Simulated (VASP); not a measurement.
# MgCd2Te3: relaxation of cell and atoms with PBE

The system is MgCd2Te3.

```xyz
6
Lattice="4.5750 0.0000 0.0000 -2.2875 3.9621 0.0000 0.0000 0.0000 11.2100" Properties=species:S:1:pos:R:3 pbc="T T T"
Mg    0.0000    0.0000    2.8025
Cd    2.2875    1.3207   10.2762
Cd    0.0000    2.6414    6.5388
Te    0.0000    0.0000    0.0000
Te    0.0000    2.6414    3.7363
Te    2.2875    1.3207    7.4737
```

The cell was built by a generator and needn't be a form met in nature.

```json
{
 "Program": "VASP 6.6.1",
 "Task": "relaxation of cell and atoms",
 "Functional": "PBE",
 "Potentials or basis": "VASP PAW PBE potentials, release 64 (Mg, Cd, Te)",
 "Cutoff": "520 eV",
 "k mesh": "4 × 4 × 2",
 "Occupations": "gaussian, width 0.15 eV",
 "Spin": "no spin polarisation",
 "Further INCAR settings": "PREC = Normal; ALGO = Fast; EDIFF = 0.0001; IBRION = 2; EDIFFG = -0.08; NSW = 24; ISIF = 3"
}
```

```
Relaxed volume                         : 35.88 Å³/atom
Relaxed cell                           : a = 4.676 Å, b = 4.676 Å, c = 11.372 Å, α = 90.00°, β = 90.00°, γ = 120.00°
Space group after relaxing (to 0.05 Å) : P3m1 (No. 156)
Energy gained by relaxing              : 15.0 meV/atom
Ionic steps                            : 9
Pressure after relaxing                : -0.1 GPa
Largest force after relaxing           : 0.078 eV/Å
Band gap on the k mesh                 : 0.97 eV, direct
```

Forces in eV/Å, atoms in the order of the input:
```
Mg   0.000  0.000  0.052
Cd   0.000  0.000  0.078
Cd   0.000  0.000 -0.068
Te   0.000  0.000 -0.021
Te   0.000  0.000 -0.007
Te   0.000  0.000 -0.034
```

The path:
| step | energy change (eV) | largest force (eV/Å) | pressure (GPa) | volume (Å³) |
| --- | --- | --- | --- | --- |
| 1 | 0.0000 | 0.3015 | 2.27 | 203.20 |
| 2 | -0.0813 | 0.1504 | -0.55 | 217.64 |
| 3 | -0.0841 | 0.1762 | 0.00 | 214.92 |
| 4 | -0.0842 | 0.1735 | 0.00 | 215.20 |
| 5 | -0.0835 | 0.1621 | -0.35 | 216.42 |
| 6 | -0.0841 | 0.1715 | 0.02 | 215.44 |
| 7 | -0.0839 | 0.1674 | -0.06 | 215.93 |
| 8 | -0.0864 | 0.1268 | -0.17 | 215.77 |
| 9 | -0.0899 | 0.0783 | -0.08 | 215.30 |

Final structure:
```
Mg Cd Te
1.0
     4.67566    0.00000    0.00000
    -2.33783    4.04924    0.00000
     0.00000    0.00000   11.37155
Mg Cd Te
1 2 3
Direct
  0.00000 0.00000 0.25091
  0.66667 0.33333 0.91685
  0.33333 0.66667 0.58269
  0.00000 0.00000 0.00349
  0.33333 0.66667 0.32930
  0.66667 0.33333 0.66675
```

Levels at points of the mesh, in eV from the valence-band top:
| k point | band 20 | band 21 | band 22 | band 23 | band 24 | band 25 |
| --- | --- | --- | --- | --- | --- | --- |
| (0.00, 0.00, 0.00) | -0.05 | 0.00 | 0.00 | 0.97 | 1.98 | 2.59 |
| (0.50, 0.00, 0.00) | -1.33 | -0.97 | -0.85 | 2.68 | 2.70 | 2.85 |
| (0.00, 0.00, 0.50) | -0.32 | -0.08 | -0.08 | 1.77 | 1.90 | 2.64 |
| (0.50, 0.00, 0.50) | -1.31 | -0.64 | -0.63 | 2.05 | 2.94 | 3.05 |

It took 97 s on 1 thread of Intel(R) Xeon(R) Platinum 8559C (Emerald Rapids), with other jobs on the host, peak memory 0.25 GiB.

Caveat: spin-orbit coupling is left out, which moves the levels of the heavy elements; the relaxation stopped at a loose force limit of 0.08 eV/Å, so its end isn't a converged minimum. A hybrid or GW would open this gap; PBE tends to underestimate it.
